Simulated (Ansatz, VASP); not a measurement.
**Ta2CF2: VASP beside Ansatz**

One calculation is typed for both programs; each brings its own data sets. How far apart do they land? The cell is taken from a series of runs on this material, whose earlier steps may have relaxed, scaled, displaced or heated it; both programs get it as it stands.

Program: Ansatz 0.2.0. Level of theory: plane waves, with VASP 6.6.1 beside it; single point at PBEsol. Results are calculated unless marked as measured.

## (1) Starting point

The cell holds 10 atoms: 2 C, 4 Ta and 4 F. Cell: a = 3.166 Å, b = 5.484 Å, c = 33.200 Å, α = 90.0°, β = 90.0°, γ = 90.0°. It derives from Ta2CF2. Vacuum lies along c.

Coordinates:

```cif
data_structure
_symmetry_space_group_name_H-M 'P 1'
_symmetry_Int_Tables_number 1
_cell_length_a 3.1663
_cell_length_b 5.4842
_cell_length_c 33.2000
_cell_angle_alpha 90.000
_cell_angle_beta 90.000
_cell_angle_gamma 90.000
_cell_volume 576.51
loop_
_atom_site_label
_atom_site_type_symbol
_atom_site_fract_x
_atom_site_fract_y
_atom_site_fract_z
_atom_site_occupancy
C1 C 0.00000 0.00990 0.31070 1
C2 C 0.50000 0.49010 0.29171 1
Ta3 Ta 0.00000 0.36523 0.33310 1
Ta4 Ta 0.50000 0.80144 0.33490 1
Ta5 Ta 0.50000 0.13477 0.26931 1
Ta6 Ta 0.00000 0.69856 0.26751 1
F7 F 0.50000 0.16673 0.37077 1
F8 F 0.00000 0.66660 0.38068 1
F9 F 0.00000 0.33327 0.23164 1
F10 F 0.50000 0.83340 0.22173 1
```

## (2) Ansatz: single point, PBEsol

Ansatz runs on its default PAW (the set named soft_2) files.

A single point gives forces, pressure and levels at one fixed geometry, so differences don't come from the geometry; what else differs is listed under the comparison.

Contents of input.yaml:

```yaml
crystal:
  lattice:
    - [3.1663041994, 0.0, 0.0]
    - [0.0, 5.4841997456, 0.0]
    - [0.0, 0.0, 33.2]
  atoms:
    - { symbol: C, position: [0.0, 0.009898405, 0.3107036731] }
    - { symbol: C, position: [0.5, 0.490101595, 0.2917059655] }
    - { symbol: Ta, position: [0.0, 0.3652277954, 0.3330977373] }
    - { symbol: Ta, position: [0.5, 0.8014388713, 0.3349029543] }
    - { symbol: Ta, position: [0.5, 0.1347722046, 0.2693119012] }
    - { symbol: Ta, position: [1.0, 0.6985611287, 0.2675066843] }
    - { symbol: F, position: [0.5, 0.1667324449, 0.3707677543] }
    - { symbol: F, position: [1.0, 0.6666008885, 0.3806819932] }
    - { symbol: F, position: [0.0, 0.3332675551, 0.2316418842] }
    - { symbol: F, position: [0.5, 0.8333991115, 0.2217276453] }
  periodic: [true, true, false]
kpoints:
  mp_grid: { grid: [12, 8, 1] }
hamiltonian:
  xc: pbesol
scf:
  occupations: { method: methfessel_paxton, width: 0.15 }
output:
  forces: true
  stress: true
  eigenvalues: true
  write_density: true
  write_potential: true
  elf: true
  volumetric_format: npy
```

Run with:

```
ansatz run input.yaml --threads 8 --pin off --max-ram 14336MiB --backend cpu --events-out ev --progress --plain --runs-dir out
```

Numbers of over 12 decimals in the logs are rounded to 6 here.

What it wrote:

```text
Warning: crystal.periodic: the lattice vector that does not repeat stood 0.000° off the slab's normal, 33.200 Å along it as the deck builds it. The run solves the slab on a vector along the normal, 34.355 Å long, with every atom where it was (on the deck's vector they left 27.92 Å outside them, and the widest stretch free of ions among them is 1.19 Å). A fractional position that the run reports is one of the run's ce [...]
crystal.periodic: the lattice vector that does not repeat stood 0.000° off the slab's normal, 33.200 Å along it as the deck builds it. The run solves the slab on a vector along the normal, 34.355 Å long, with every atom where it was (on the deck's vector they left 27.92 Å outside them, and the widest stretch free of ions among them is 1.19 Å). A fractional position that the run reports is one of the run's cell, which [...]
Engine: ansatz 0.2.0, aarch64-unknown-linux-gnu
Pseudopotentials: kind: paw
Pseudopotential: C, paw, valence charge 4, recommended cutoff 420 eV (normal), C.paw.azcp
Pseudopotential: Ta, paw, valence charge 13, recommended cutoff 420 eV (normal), Ta.paw.azcp
Pseudopotential: F, paw, valence charge 7, recommended cutoff 420 eV (normal), F.paw.azcp
Functional definition: PBEsol
  exchange = pbesol_x
  correlation = pbesol_c
Crystal: 10 atoms, lattice volume = 596.555 Å³
Basis set: ecut = 420 eV, 11611 PW (Γ), exchange–correlation on 48×80×480 points (8 copies of the dense FFT grid, shifted against one another)
Bands: 54, of which v1, the nominal top of the filled ones, is band 44 counted from 1 (43 counted from 0)
Symmetry: 4 space group operations
Space group: P21/m (ITA 11), of the structure as read, at distance tolerance 8.4e-5 Å
k-points: 35 of 96
Non-local potential: C, projectors of the file, l = 0: 2, l = 1: 2, l = 2: 1
Non-local potential: Ta, projectors of the file, l = 0: 3, l = 1: 2, l = 2: 2, l = 3: 1
Non-local potential: F, projectors of the file, l = 0: 2, l = 1: 2, l = 2: 1
PAW form: soft (Blöchl's): semilocal exchange-correlation on the pseudo side does not see the compensation charge
[...]
PAW frozen core: F, regenerated for the run's functional, and the local potential with it (the file was generated under x = pbe(κ = 0.804, μ = 0.219515), c = pbe(β = 0.066725))
PAW one-centre angular grid: C, 110 points (default); XC on 64 Gauss nodes
PAW one-centre angular grid: Ta, 590 points (default); XC on 64 Gauss nodes
PAW one-centre angular grid: F, 110 points (default); XC on 64 Gauss nodes
Initial density: superposition of atomic densities (neutral atoms: chi_scale 0, normalization atom), corrected by the library's trained network
Initial wavefunctions: pseudopotential atomic-orbital guess
Functional: x = pbesol(κ = 0.804, μ = 0.123457), c = pbesol(β = 0.046)
SCF iter   1: F=—  HF=-42925.719972 eV  |F-HF|=—  |Δ(HF+E_count)|=         —  Δρ=7.17e-3  dr2=3.23e-1  ethr=1.77e-3  ⟨swp⟩=11.9  Hψ=12889  notcnv=0
preconditioner: auto → LDOS  [metal: Δε(μ)=0.080 eV  Ē_g=8.398 eV  σ=0.150 eV  W_gap=0.43  n_scr=54 (ndim 8)  ℏωp=10.5 eV  f_vac=0.781  D(μ)=1.49/eV (n_scr^D=6)  β→1.0]
SCF iter   2: F=—  HF=-42925.747647 eV  |F-HF|=—  |Δ(HF+E_count)|=   2.77e-2  S|Δr|=    0.00e0  Δρ=8.72e-3  dr2=3.47e-1  ethr=3.67e-4  ⟨swp⟩=3.6  Hψ=4608  notcnv=0  defer=125
SCF iter   3: F=—  HF=-42925.662492 eV  |F-HF|=—  |Δ(HF+E_count)|=   8.52e-2  S|Δr|=    0.00e0  Δρ=1.55e-3  dr2=8.66e-3  ethr=3.67e-4  ⟨swp⟩=2.2  Hψ=3066  notcnv=0  defer=125
SCF iter   4: F=—  HF=-42925.659932 eV  |F-HF|=—  |Δ(HF+E_count)|=   2.56e-3  S|Δr|=    0.00e0  Δρ=4.31e-4  dr2=7.59e-4  ethr=9.84e-6  ⟨swp⟩=3.9  Hψ=4801  notcnv=0  defer=118
SCF iter   5: F=—  HF=-42925.659936 eV  |F-HF|=—  |Δ(HF+E_count)|=   3.34e-6  S|Δr|=    0.00e0  Δρ=1.25e-4  dr2=5.13e-5  ethr=8.62e-7  ⟨swp⟩=3.7  Hψ=4404  notcnv=0  defer=118
SCF iter   6: F=—  HF=-42925.659973 eV  |F-HF|=—  |Δ(HF+E_count)|=   3.70e-5  S|Δr|=    0.00e0  Δρ=2.77e-5  dr2=2.33e-6  ethr=5.83e-8  ⟨swp⟩=3.5  Hψ=4158  notcnv=0  defer=118
SCF iter   7: F=—  HF=-42925.659977 eV  |F-HF|=—  |Δ(HF+E_count)|=   4.24e-6  S|Δr|=    0.00e0  Δρ=7.30e-6  dr2=2.55e-7  ethr=2.65e-9  ⟨swp⟩=3.3  Hψ=4297  notcnv=0  defer=118
SCF iter   8: F=-42925.659978 eV  HF=-42925.659978 eV  |F-HF|=1.75e-7  |Δ(HF+E_count)|=   7.06e-7  S|Δr|=    0.00e0  Δρ=2.47e-6  dr2=2.15e-8  ethr=1.14e-10  ⟨swp⟩=31.5  Hψ=25349  notcnv=0
SCF 1 converged in 8 iterations: F = -42925.659978 eV  dr2 = 2.15e-8
  greatest PAW one-centre occupation: 1.000 electrons in one spin orbital (limit 2), on the Ta atom at site 5 (counted from 0), in its partial waves of l = 0
WARN: The output density's exchange-correlation potential varies sharply where the density is thin. Do not read a vacuum level from v_tot or v_xc, or from such a field of the output density. On a cell that repeats whose density bears no net charge and no dipole along the vacuum's axis use v_es (v_loc + v_h of the components); under efield.dipole_correction with no amplitude use v_es + v_field, which holds any externa [...]
SCF converged after 8 iterations
Stability not checked: this state was not tested for a lower state beside it, because cold or Methfessel-Paxton smearing, or corrected tetrahedra, fill the levels in a way that the test cannot read (fill_not_monotonic; see scf.lower_state_search)
Free energy (F): -42925.659978 eV
Harris-Foulkes:  -42925.659978 eV  (|F-HF|=1.75e-7)
Internal energy: -42925.662653 eV  (E = F + TS)
E sigma→0 (E₀):  -42925.660646 eV
Entropy (-TS):   0.002675 eV (0.267 meV/atom)
Fermi energy:    -4.409682 eV
Step filling:    the computed levels leave a gap of 0.0919 eV = 0.6 smearing widths at the electron count; against every level under it full and every level over it empty, smearing changes F+E_penalty+E_count by +1.621 meV and its σ→0 estimate by +0.952 meV
--- Per-component energies (eV) ---
  E_band       = -2286.339952
  E_kinetic    = 2477.358405
  E_local      = -272558.453061  (includes V_loc(G=0)·N_el)
  E_nonlocal   = 420.847308
  E_hartree    = 134728.372891
  E_xc         = -1281.124683
  E_vxc        = -1343.712346  (∫ρ·V_xc dr)
  E_paw        = -34056.418349  (= ΣΔE_a)
  E_vpaw       = -739.145173  (= ΣTr[D̂ρ^β])
  E_aug_tail   = 0.008644  (compensation charges beyond the density's cutoff)
  E_ewald      = 127342.679635
  E_core_change = 1.066557  (= ΣΔE_core)
  E_smearing   = 0.002675  (= −TS)
  E_closure    = 0.000000  (closes the sum)
  Σ components = -42925.659978   (vs F -42925.659978, Δ=0.00e0)
--- Forces (eV/Å), atoms counted from 1 ---
  atom   1  C     -0.00000000    -0.30895391    -1.48197180
  atom   2  C      0.00000000     0.30895391     1.48197180
  atom   3  Ta    -0.00000000    -0.52366351     0.99468964
  atom   4  Ta    -0.00000000     0.79362172     1.73621704
  atom   5  Ta     0.00000000     0.52366351    -0.99468964
  atom   6  Ta     0.00000000    -0.79362172    -1.73621704
  atom   7  F     -0.00000000     0.38431703     0.27124431
  atom   8  F      0.00000000    -0.15586707    -0.61797931
  atom   9  F      0.00000000    -0.38431703    -0.27124431
  atom  10  F     -0.00000000     0.15586707     0.61797931
  max |Σ_I F_I| component: 0.00e0 eV/Å
--- 2D stress c σ (N/m, compression-positive) ---
       -3.657171      -0.000000       0.000000
       -0.000000      -0.432919      -0.000000
        0.000000       0.000000       0.000000
  P = ½ c Tr σ = -2.0450 N/m
--- Band table (eV; the first three rows and the last of 35) ---
  k-point 0: bands = [... 40 lower, -7.9178, -5.6966, -5.3948, -4.7783, -3.6336, -3.3635, -2.9579, -2.6549, ... 6 higher]
  k-point 1: bands = [... 40 lower, -7.9084, -5.6520, -5.5773, -4.8001, -3.9013, -3.2253, -2.9523, -2.9316, ... 6 higher]
  k-point 2: bands = [... 40 lower, -7.8730, -5.9558, -5.5054, -4.8790, -4.3510, -3.5178, -2.9108, -2.8057, ... 6 higher]
  k-point 34: bands = [... 40 lower, -7.5063, -7.5063, -3.2986, -3.2986, -2.5309, -2.5309, -2.1897, -2.1897, ... 6 higher]
  ° read free of the cell's end (the report's vacuum.weakly_bound_levels)
```

[end of part 1 of 2]

[Lines on the potential files, build, host, timing and source positions are cut from VASP's logs without a mark.]

[Logs are printed without paths, hosts, clocks, repeated set-up lines and the standing remarks that a program may print on its own settings, such as how far it seeks lower states.]

[Hosts, paths, dates, database ids (printed as entryN), source tags and the programs' standing remarks are cut or masked in the printed files.]
